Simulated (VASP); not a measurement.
Set up this calculation in VASP 6.6.1, as the native input.

```yaml
Task: single point
Functional: PBE
Dispersion: D3(BJ)
Potentials_or_basis: VASP PAW PBE potentials, release 64 (Cu, O, C, H)
Cutoff: 400 eV
k_mesh: 4 × 4 × 1
Occupations: methfessel-paxton, width 0.1 eV
Spin: no spin polarisation
Further_INCAR_settings: LREAL = Auto; ALGO = Fast; EDIFF = 1e-06; NBANDS = 232; ISYM = 0
```

The structure of Cu36HCO2 lies in POSCAR:

```
Cu36HCO2
1.0
    7.6579664403      0.0000000000      0.0000000000
    3.8289832201      6.6319934786      0.0000000000
    0.0000000000      0.0000000000     22.7527034153
Cu O C H
36 2 1 1
Direct
    0.0000000000      0.0000000000      0.1099000000
    0.3333000000      0.0000000000      0.1099000000
    0.6667000000      0.0000000000      0.1099000000
    0.0000000000      0.3333000000      0.1099000000
    0.3333000000      0.3333000000      0.1099000000
    0.6667000000      0.3333000000      0.1099000000
    0.0000000000      0.6667000000      0.1099000000
    0.3333000000      0.6667000000      0.1099000000
    0.6667000000      0.6667000000      0.1099000000
    0.1111000000      0.1111000000      0.2015000000
    0.4444000000      0.1111000000      0.2015000000
    0.7778000000      0.1111000000      0.2015000000
    0.1111000000      0.4444000000      0.2015000000
    0.4444000000      0.4444000000      0.2015000000
    0.7778000000      0.4444000000      0.2015000000
    0.1111000000      0.7778000000      0.2015000000
    0.4444000000      0.7778000000      0.2015000000
    0.7778000000      0.7778000000      0.2015000000
    0.8902000000      0.2196000000      0.2910000000
    0.2224000000      0.2218000000      0.2901000000
    0.5566000000      0.2210000000      0.2903000000
    0.8886000000      0.5558000000      0.2899000000
    0.2222000000      0.5561000000      0.2900000000
    0.5557000000      0.5558000000      0.2897000000
    0.8889000000      0.8907000000      0.2913000000
    0.2189000000      0.8905000000      0.2912000000
    0.5562000000      0.8891000000      0.2901000000
    0.0016000000      0.9998000000      0.3838000000
    0.3343000000      0.0005000000      0.3790000000
    0.6623000000      0.0003000000      0.3803000000
    0.0008000000      0.3353000000      0.3791000000
    0.3328000000      0.3340000000      0.3794000000
    0.6649000000      0.3362000000      0.3786000000
    0.0013000000      0.6636000000      0.3787000000
    0.3356000000      0.6644000000      0.3789000000
    0.6670000000      0.6660000000      0.3790000000
    0.9679000000      0.0050000000      0.4690000000
    0.7827000000      0.0026000000      0.5463000000
    0.8192000000      0.0016000000      0.4946000000
    0.7011000000      0.9968000000      0.4617000000
```

The cell was built by a generator and needn't be a form met in nature.

One way to write it, as run:

INCAR

```
PREC = Accurate ; ENCUT = 400
EDIFF = 1E-6 ; ISMEAR = 1
SIGMA = 0.1 ; LREAL = Auto
LASPH = True ; NELM = 100
ALGO = Fast ; ISIF = 2
LWAVE = False ; LCHARG = False
GGA = PE ; IVDW = 12
NBANDS = 232 ; ISYM = 0
```

KPOINTS

```
Automatic mesh
0
Gamma
  4 4 1
```

Potentials or basis: VASP PAW PBE potentials, release 64 (Cu, O, C, H).

Launch:

```console
$ cat potpaw_PBE.64/Cu/POTCAR potpaw_PBE.64/O/POTCAR potpaw_PBE.64/C/POTCAR potpaw_PBE.64/H/POTCAR > POTCAR
$ mpirun -np 8 vasp_std > vasp.out
```

It gave:

```
Largest force              : 0.531 eV/Å
Band gap on the k mesh     : none (metal or under the smearing width)
Dispersion energy per atom : -0.403 eV
```

Caveat: the standard files for N, O and F lose accuracy on very short bonds; an odd number of electrons without spin polarisation forces a metal; a magnetic or distorted state may lie lower; the run has no spin polarisation, though such a crystal can be magnetic; semilocal functionals often make such compounds metallic where correlation or magnetic order opens a gap, which also shifts bond lengths.

Wall time 9.5 min on 8 MPI ranks on AMD EPYC 9R45 96-Core Processor (Zen 5), on a shared host, peak memory 0.4 GiB a rank.
